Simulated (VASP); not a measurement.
The system is YAl3N4.

```xyz
16
Lattice="0.0000 0.0000 -5.0866 3.1790 5.5061 0.0000 3.1790 -5.5061 0.0000" Properties=species:S:1:pos:R:3 pbc="T T T"
Y     1.5895   -0.9177    0.0000
Y     3.1790   -1.8354   -2.5433
Al    3.1790   -3.6708    0.0000
Al    3.1790    1.8354    0.0000
Al    4.7685   -0.9177    0.0000
Al    1.5895    0.9177   -2.5433
Al    4.7685    0.9177   -2.5433
Al    3.1790    3.6708   -2.5433
N     1.5895   -0.9177   -3.1537
N     3.1790   -3.6708   -3.1537
N     3.1790    1.8354   -3.1537
N     4.7685   -0.9177   -3.1537
N     3.1790   -1.8354   -0.6104
N     1.5895    0.9177   -0.6104
N     4.7685    0.9177   -0.6104
N     3.1790    3.6708   -0.6104
```

The cell was built by a generator and needn't be a form met in nature.

* Program: VASP 6.6.1
* Task: relaxation of cell and atoms
* Functional: PBEsol
* Potentials or basis: VASP PAW PBE potentials, release 64 (Y_sv, Al, N)
* Cutoff: 600 eV
* k mesh: 6 × 6 × 6
* Occupations: gaussian, width 0.03 eV
* Spin: no spin polarisation

At the start: pressure 26.4 GPa; volume 11.13 Å³/atom.

Task: Where does the relaxation end?

Result: Over 26 steps the energy falls by 390.9 meV/atom and the volume is 11.97 Å³/atom (+7.5 %); space group Cmc2_1 (No. 36, to 0.05 Å).

The path:
| step | energy change (eV) | largest force (eV/Å) | pressure (GPa) | volume (Å³) |
| --- | --- | --- | --- | --- |
| 1 | 0.0000 | 8.1382 | 26.43 | 178.07 |
| 2 | -1.9849 | 2.7095 | -21.09 | 229.70 |
| 3 | -5.3747 | 1.3441 | -7.00 | 203.14 |
| 4 | -5.3865 | 1.3944 | -6.10 | 202.07 |
| 5 | -5.3873 | 1.4619 | -5.68 | 201.57 |
| 6 | -5.9517 | 0.9729 | 1.06 | 192.34 |
| 7 | -5.9595 | 0.9840 | 2.10 | 191.14 |
| 8 | -6.0961 | 0.5747 | 0.01 | 192.79 |
| 9 | -6.1102 | 0.4971 | -0.86 | 193.54 |
| 10 | -6.1881 | 0.3022 | -0.41 | 192.63 |
| 11 | -6.1985 | 0.2690 | -0.14 | 192.16 |
| 12 | -6.2238 | 0.1643 | 0.33 | 191.48 |
| 13 | -6.2243 | 0.1489 | 0.41 | 191.38 |
| 14 | -6.2381 | 0.1130 | -0.29 | 191.98 |
| 15 | -6.2384 | 0.1288 | -0.41 | 192.08 |
| 16 | -6.2478 | 0.1197 | 0.13 | 191.44 |
| 17 | -6.2486 | 0.1388 | 0.35 | 191.18 |
| 18 | -6.2522 | 0.0650 | -0.20 | 191.67 |
| 19 | -6.2525 | 0.0514 | -0.09 | 191.59 |
| 20 | -6.2535 | 0.0331 | 0.04 | 191.44 |
| 21 | -6.2535 | 0.0333 | 0.04 | 191.44 |
| 22 | -6.2538 | 0.0266 | 0.03 | 191.48 |
| 23 | -6.2538 | 0.0260 | 0.03 | 191.47 |
| 24 | -6.2539 | 0.0110 | -0.06 | 191.56 |
| 25 | -6.2539 | 0.0109 | -0.05 | 191.56 |
| 26 | -6.2540 | 0.0042 | 0.04 | 191.47 |

Final structure:
```xyz
16
Lattice="0.0000 0.0000 -5.1152 3.3469 5.7969 0.0000 3.1694 -5.6945 0.0000" Properties=species:S:1:pos:R:3 pbc="T T T"
Y     1.4390   -0.8308   -0.0199
Y     3.4039   -1.9652   -2.5775
Al    3.1716   -3.7848   -0.0045
Al    3.2423    1.9927   -0.0668
Al    4.8636   -0.8543   -0.0045
Al    1.6713    0.9888   -2.5621
Al    4.9474    1.0083   -2.6244
Al    3.3262    3.8552   -2.5621
N     1.5398   -0.8890   -2.8233
N     3.2108   -4.0416   -3.2687
N     3.3002    1.9593   -3.2291
N     5.1056   -0.7599   -3.2687
N     3.3031   -1.9070   -0.2658
N     1.6320    1.2456   -0.7111
N     4.8895    1.0417   -0.6715
N     3.0841    3.7608   -0.7111
```

Caveat: the PAW data sets were made with another functional, which shifts forces and pressure a little.
